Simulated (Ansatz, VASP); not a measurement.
**Ti (Titanium): VASP beside Ansatz**

One calculation is typed for both programs; each brings its own data sets. How far apart do they land? The structure shown comes from an earlier Ansatz run, which isn't shown and may have moved the atoms alone.

Program: Ansatz 0.2.0. Level of theory: plane waves, with VASP 6.6.1 beside it; elastic constants at PBEsol. Results are calculated unless marked as measured.

### Step 1. The starting structure

Symmetry: P6_3/mmc, No. 194, hexagonal system. Conventional cell: a = 2.934 Å, b = 2.934 Å, c = 4.477 Å, α = 90.00°, β = 90.00°, γ = 120.00°. Nearest to Ti lie 12 Ti at 2.81 to 2.93 Å.

### Step 2. Ansatz: elastic constants, PBEsol, pair 1

Ansatz runs on its default PAW (the set named soft_2) files.

Elastic constants are differences of stresses under small strains, so they test the stress and the mesh.

The input, input.yaml:

```yaml
crystal:
  lattice:
    - [2.9337154089, 0.0, 0.0]
    - [-1.4668577045, 2.5406720716, 0.0]
    - [0.0, 0.0, 4.4771042768]
  atoms:
    - { symbol: Ti, position: [0.3333333333, 0.6666666667, 0.25] }
    - { symbol: Ti, position: [0.6666666667, 0.3333333333, 0.75] }
kpoints:
  mp_grid: { grid: [4, 4, 4] }
hamiltonian:
  xc: pbesol
scf:
  occupations: { method: methfessel_paxton, width: 0.25 }
output:
  forces: true
  stress: true
  eigenvalues: true
elastic:
  mode: relaxed_ion
  stencil: two_point
  amplitude: 0.01
```

Command:

```sh
$ ansatz run input.yaml --threads 4 --pin off --max-ram 16384MiB --backend cpu --events-out ev --progress --plain --runs-dir out
```

Numbers of over 12 decimals in the logs are rounded to 6 here.

The program printed:

```text
Engine: ansatz 0.2.0, aarch64-unknown-linux-gnu
Pseudopotentials: kind: paw
Pseudopotential: Ti, paw, valence charge 12, recommended cutoff 420 eV (normal), Ti.paw.azcp
Functional definition: PBEsol
  exchange = pbesol_x
  correlation = pbesol_c
Crystal: 2 atoms, lattice volume = 33.371 Å³
Basis set: ecut = 420 eV, 627 PW (Γ), exchange–correlation on 40×40×64 points (8 copies of the dense FFT grid, shifted against one another)
Bands: 16, of which v1, the nominal top of the filled ones, is band 12 counted from 1 (11 counted from 0)
Symmetry: 24 space group operations
Space group: P63/mmc (ITA 194), of the structure as read, at distance tolerance 3.2e-5 Å
k-points: 12 of 64
Non-local potential: Ti, projectors of the file, l = 0: 3, l = 1: 2, l = 2: 3, l = 3: 1
PAW form: soft (Blöchl's): semilocal exchange-correlation on the pseudo side does not see the compensation charge
PAW frozen core: Ti, regenerated for the run's functional, and the local potential with it (the file was generated under x = pbe(κ = 0.804, μ = 0.219515), c = pbe(β = 0.066725))
PAW one-centre angular grid: Ti, 590 points (default); XC on 64 Gauss nodes
Initial density: superposition of atomic densities (neutral atoms: chi_scale 0, normalization atom), corrected by the library's trained network
Initial wavefunctions: pseudopotential atomic-orbital guess
Functional: x = pbesol(κ = 0.804, μ = 0.123457), c = pbesol(β = 0.046)
SCF iter   1: F=—  HF=-4947.836645 eV  |F-HF|=—  |Δ(HF+E_count)|=         —  Δρ=1.09e-2  dr2=3.20e-2  ethr=1.77e-3  ⟨swp⟩=4.5  Hψ=1594  notcnv=0
automatic band count: the SCF goes on with 20 bands, as 16 were too few: the levels above may hold too much charge
preconditioner: auto → none  [insulator: Δε(μ)=0.300 eV  Ē_g=4.359 eV  σ=0.250 eV  W_gap=0.72  n_scr=8 (ndim 8)  ℏωp=18.2 eV  f_vac=0.000  D(μ)=0.99/eV (n_scr^D=2)  ε∞_Penn≈18.4]
SCF iter   2: F=—  HF=-4947.825416 eV  |F-HF|=—  |Δ(HF+E_count)|=   1.12e-2  S|Δr|=    0.00e0  Δρ=3.07e-3  dr2=1.60e-3  ethr=1.33e-4  ⟨swp⟩=1.7  Hψ=385  notcnv=0
SCF iter   3: F=—  HF=-4947.825136 eV  |F-HF|=—  |Δ(HF+E_count)|=   2.80e-4  S|Δr|=    0.00e0  Δρ=8.45e-4  dr2=5.64e-5  ethr=6.66e-6  ⟨swp⟩=2.1  Hψ=269  notcnv=0
SCF iter   4: F=—  HF=-4947.825112 eV  |F-HF|=—  |Δ(HF+E_count)|=   2.34e-5  S|Δr|=    0.00e0  Δρ=5.42e-5  dr2=2.66e-7  ethr=2.35e-7  ⟨swp⟩=1.0  Hψ=224  notcnv=0
SCF iter   5: F=—  HF=-4947.825104 eV  |F-HF|=—  |Δ(HF+E_count)|=   8.14e-6  S|Δr|=    0.00e0  Δρ=6.93e-6  dr2=4.68e-9  ethr=1.11e-9  ⟨swp⟩=2.9  Hψ=364  notcnv=0
SCF iter   6: F=—  HF=-4947.825104 eV  |F-HF|=—  |Δ(HF+E_count)|=   3.14e-9  S|Δr|=    0.00e0  Δρ=7.33e-7  dr2=4.16e-11  ethr=1.95e-11  ⟨swp⟩=2.1  Hψ=260  notcnv=0
SCF iter   7: F=—  HF=-4947.825104 eV  |F-HF|=—  |Δ(HF+E_count)|=  3.46e-11  S|Δr|=    0.00e0  Δρ=5.63e-8  dr2=3.59e-13  ethr=1.73e-13 (applied; sched 1.00e-12)  ⟨swp⟩=2.8  Hψ=393  notcnv=0  defer=16
SCF iter   8: F=-4947.825104 eV  HF=-4947.825104 eV  |F-HF|=9.09e-13  |Δ(HF+E_count)|=  9.09e-13  S|Δr|=    0.00e0  Δρ=6.63e-9  dr2=9.19e-15  ethr=1.00e-12  ⟨swp⟩=6.0  Hψ=729  notcnv=0
SCF 1 converged in 8 iterations: F = -4947.825104 eV  dr2 = 9.19e-15
  greatest PAW one-centre occupation: 0.999 electrons in one spin orbital (limit 2), on the Ti atom at site 1 (counted from 0), in its partial waves of l = 0
Crystal: 2 atoms, lattice volume = 33.037 Å³
Bands: 20, of which v1, the nominal top of the filled ones, is band 12 counted from 1 (11 counted from 0)
Symmetry: 8 space group operations
k-points: 21 of 64
Initial density: handed on by an earlier stage of this run
Initial wavefunctions: pseudopotential atomic-orbital guess (no wavefunctions were taken with the density)
iter 1 solved again at ethr=5.04e-4 eV; its pass at ethr=3.10e-3 eV (dr2=1.21e-1 eV) is discarded
SCF iter   1: F=—  HF=-4947.867538 eV  |F-HF|=—  |Δ(HF+E_count)|=         —  Δρ=2.45e-2  dr2=1.22e-1  ethr=5.04e-4  ⟨swp⟩=1.0  Hψ=2204  notcnv=0
preconditioner: auto → none  [insulator: Δε(μ)=0.219 eV  Ē_g=4.458 eV  σ=0.250 eV  W_gap=0.55  n_scr=8 (ndim 8)  ℏωp=18.3 eV  f_vac=0.000  D(μ)=0.96/eV (n_scr^D=2)  ε∞_Penn≈17.8]
[...]
SCF 15 converged in 9 iterations: F = -4947.824411 eV  dr2 = 7.39e-14
relax step   1: F+E_penalty+E_count = -4947.82441106 eV  Δ(F+E_penalty+E_count) = +0.000e0 eV  max|allowed force component| = 8.004e-5 eV/Å  Δτ_max = 0.0000 Å  (9 SCF iters, accepted)
[...]
SCF iter   6: F=-4947.824411 eV  HF=-4947.824411 eV  |F-HF|=0.00e0  |Δ(HF+E_count)|=  9.09e-13  S|Δr|=    0.00e0  Δρ=9.91e-9  dr2=2.00e-14  ethr=1.00e-12  ⟨swp⟩=2.0  Hψ=1367  notcnv=0
SCF 16 converged in 6 iterations: F = -4947.824411 eV  dr2 = 2.00e-14
relax step   2: F+E_penalty+E_count = -4947.82441106 eV  Δ(F+E_penalty+E_count) = -1.681e-9 eV  max|allowed force component| = 4.849e-6 eV/Å  Δτ_max = 0.0000 Å  (6 SCF iters, accepted)
iter 1 solved again at ethr=1.00e-12 eV; its pass at ethr=3.10e-3 eV (dr2=2.27e-11 eV) is discarded
SCF iter   1: F=—  HF=-4947.824448 eV  |F-HF|=—  |Δ(HF+E_count)|=         —  Δρ=4.20e-7  dr2=2.44e-11  ethr=1.00e-12  ⟨swp⟩=2.0  Hψ=2200  notcnv=0
SCF iter   2: F=—  HF=-4947.824411 eV  |F-HF|=—  |Δ(HF+E_count)|=   3.69e-5  S|Δr|=    0.00e0  Δρ=2.25e-7  dr2=8.78e-12  ethr=1.02e-13 (applied; sched 1.00e-12)  ⟨swp⟩=3.2  Hψ=916  notcnv=0
SCF iter   3: F=—  HF=-4947.824411 eV  |F-HF|=—  |Δ(HF+E_count)|=  9.09e-13  S|Δr|=    0.00e0  Δρ=1.47e-7  dr2=3.34e-12  ethr=3.66e-14 (applied; sched 1.00e-12)  ⟨swp⟩=1.0  Hψ=480  notcnv=0
SCF iter   4: F=—  HF=-4947.824411 eV  |F-HF|=—  |Δ(HF+E_count)|=  9.09e-13  S|Δr|=    0.00e0  Δρ=9.42e-8  dr2=1.24e-12  ethr=1.39e-14 (applied; sched 1.00e-12)  ⟨swp⟩=1.0  Hψ=480  notcnv=0
SCF iter   5: F=—  HF=-4947.824411 eV  |F-HF|=—  |Δ(HF+E_count)|=  9.09e-13  S|Δr|=    0.00e0  Δρ=7.22e-8  dr2=7.17e-13  ethr=5.15e-15 (applied; sched 1.00e-12)  ⟨swp⟩=1.0  Hψ=480  notcnv=0
SCF iter   6: F=—  HF=-4947.824411 eV  |F-HF|=—  |Δ(HF+E_count)|=  1.82e-12  S|Δr|=    0.00e0  Δρ=4.99e-8  dr2=3.43e-13  ethr=2.99e-15 (applied; sched 1.00e-12)  ⟨swp⟩=1.0  Hψ=480  notcnv=0
SCF iter   7: F=—  HF=-4947.824411 eV  |F-HF|=—  |Δ(HF+E_count)|=  9.09e-13  S|Δr|=    0.00e0  Δρ=3.28e-8  dr2=1.48e-13  ethr=1.43e-15 (applied; sched 1.00e-12)  ⟨swp⟩=1.0  Hψ=480  notcnv=0
SCF iter   8: F=-4947.824411 eV  HF=-4947.824411 eV  |F-HF|=9.09e-13  |Δ(HF+E_count)|=  9.09e-13  S|Δr|=    0.00e0  Δρ=1.75e-8  dr2=4.19e-14  ethr=1.00e-12  ⟨swp⟩=3.0  Hψ=1138  notcnv=0
SCF 17 converged in 8 iterations: F = -4947.824411 eV  dr2 = 4.19e-14
SCF converged after 8 iterations
Stability not checked: this state was not tested for a lower state beside it, because cold or Methfessel-Paxton smearing, or corrected tetrahedra, fill the levels in a way that the test cannot read (fill_not_monotonic; see scf.lower_state_search)
Free energy (F): -4947.825104 eV
Harris-Foulkes:  -4947.825104 eV  (|F-HF|=9.09e-13)
Internal energy: -4947.841954 eV  (E = F + TS)
E sigma→0 (E₀):  -4947.829316 eV
Entropy (-TS):   0.016849 eV (8.425 meV/atom)
Fermi energy:    13.805629 eV
--- Per-component energies (eV) ---
  E_band       = -299.821369
  E_kinetic    = 546.111934
  E_local      = -1583.738551  (includes V_loc(G=0)·N_el)
  E_nonlocal   = 18.703920
  E_hartree    = 652.013120
  E_xc         = -193.930871
  E_vxc        = -243.715218  (∫ρ·V_xc dr)
  E_paw        = -2045.094002  (= ΣΔE_a)
  E_vpaw       = -341.209923  (= ΣTr[D̂ρ^β])
  E_aug_tail   = 0.000225  (compensation charges beyond the density's cutoff)
  E_ewald      = -2342.186498
  E_core_change = 0.278769  (= ΣΔE_core)
  E_smearing   = 0.016849  (= −TS)
  E_closure    = -0.000000  (closes the sum)
  Σ components = -4947.825104   (vs F -4947.825104, Δ=0.00e0)
--- Forces (eV/Å), atoms counted from 1 ---
  atom   1  Ti     0.00000000     0.00000000    -0.00000000
  atom   2  Ti    -0.00000000    -0.00000000     0.00000000
  max |Σ_I F_I| component: 1.11e-16 eV/Å
--- Stress (GPa, compression-positive) ---
        0.002341       0.000000       0.000000
        0.000000       0.002341       0.000000
        0.000000       0.000000       0.011349
  P = ⅓ Tr σ = 0.0053 GPa (0.053 kbar)
--- Band table (eV; the first three rows and the last of 12) ---
  k-point 0: bands = [... 8 lower, 7.6220, 11.1095, 14.6375, 14.6375, 15.0464, 15.1420, 15.2391, 15.2391, ... 4 higher]
  k-point 1: bands = [... 8 lower, 8.1859, 10.8728, 14.3301, 14.4081, 14.4081, 14.7269, 14.9113, 14.9113, ... 4 higher]
  k-point 2: bands = [... 8 lower, 9.6187, 9.6187, 14.1234, 14.1234, 14.4678, 14.4678, 14.4678, 14.4678, ... 4 higher]
  k-point 11: bands = [... 8 lower, 11.8378, 11.8378, 13.3095, 13.3095, 13.7460, 13.7460, 15.4801, 15.4801, ... 4 higher]
--- Elastic constants: 3 strain directions × 2 members + reference (group order 24) ---
  dense FFT box of the reference and of every strained cell: 20×20×32
  strains applied: 11, 33, 23; error gains: componentwise 1.00 (the most a stress slope's error grows in a printed constant), spectral 1.41 (1 for all six strains in a standard setting)
  C = ∂σ_k/∂η_j (tension-positive GPa; Voigt order 11 22 33 23 13 12):
       235.640     73.543     58.582      0.000     -0.000      0.000
        73.543    235.640     58.582     -0.000     -0.000     -0.000
        58.725     58.725    253.548     -0.000     -0.000      0.000
        -0.000      0.000      0.000     67.088      0.000      0.000
         0.000     -0.000     -0.000      0.000     67.088      0.000
        -0.000      0.000     -0.000      0.000      0.000     81.049
  reference stress σ⁰ (GPa):     -0.002     -0.002     -0.011     -0.000     -0.000     -0.000
  C* (energy form; C + prestress term) asymmetry max|C*_kj − C*_jk| = 1.339e-1 GPa — a small one proves nothing (zero by symmetry where the batch's group is 432, −43m or m−3m); a large one is finite-difference/SCF noise where every solve meets its electron count
  moduli (Voigt/Reuss/Hill, GPa): K = 122.95/122.94/122.95   G = 78.64/77.16/77.90   E = 192.95   ν = 0.238
  mechanically stable: yes (min eigenvalue of sym C = 67.09 GPa)
  the stresses are not corrected for the forces that the relaxations left standing (`elastic.f_tol`)
  strain η (Voigt 11):  stress-route row diagonal C_11 = 235.64 GPa, energy-path curvature d²(F+E_count+ΔE)/dδ²/Ω₀ = 235.97 GPa
         δ    σ_11 (GPa)             F (eV)   n_scf  n_hpsi   n_pw
    -1.000e-2      -2.4449       -4947.8225914       6    5226    655   relax 3 steps, max|allowed force component| 9.12e-6 eV/Å
     1.000e-2       2.2679       -4947.8227151       6    5253    670   relax 3 steps, max|allowed force component| 1.83e-6 eV/Å
  strain η (Voigt 33):  stress-route row diagonal C_33 = 253.55 GPa, energy-path curvature d²(F+E_count+ΔE)/dδ²/Ω₀ = 253.61 GPa
         δ    σ_33 (GPa)             F (eV)   n_scf  n_hpsi   n_pw
    -1.000e-2      -2.6174       -4947.8223997       7    3434    654   relax 0 steps, max|allowed force component| 2.22e-16 eV/Å
     1.000e-2       2.4535       -4947.8225418       6    2966    665   relax 0 steps, max|allowed force component| 5.55e-17 eV/Å
  strain η (Voigt 23):  stress-route row diagonal C_44 = 67.09 GPa, energy-path curvature d²(F+E_count+ΔE)/dδ²/Ω₀ = 67.17 GPa
         δ    σ_23 (GPa)             F (eV)   n_scf  n_hpsi   n_pw
    -1.000e-2      -0.6709       -4947.8244111       8    6999    658   relax 2 steps, max|allowed force component| 4.59e-6 eV/Å
     1.000e-2       0.6709       -4947.8244111       8    6976    658   relax 2 steps, max|allowed force component| 4.85e-6 eV/Å
```

(Part 1 of 2 ends here.)

[Lines on the potential files, build, host, timing and source positions are cut from VASP's logs without a mark.]

[Logs are printed without paths, hosts, clocks, repeated set-up lines and the standing remarks that a program may print on its own settings, such as how far it seeks lower states.]

[Hosts, paths, dates, database ids (printed as entryN), source tags and the programs' standing remarks are cut or masked in the printed files.]
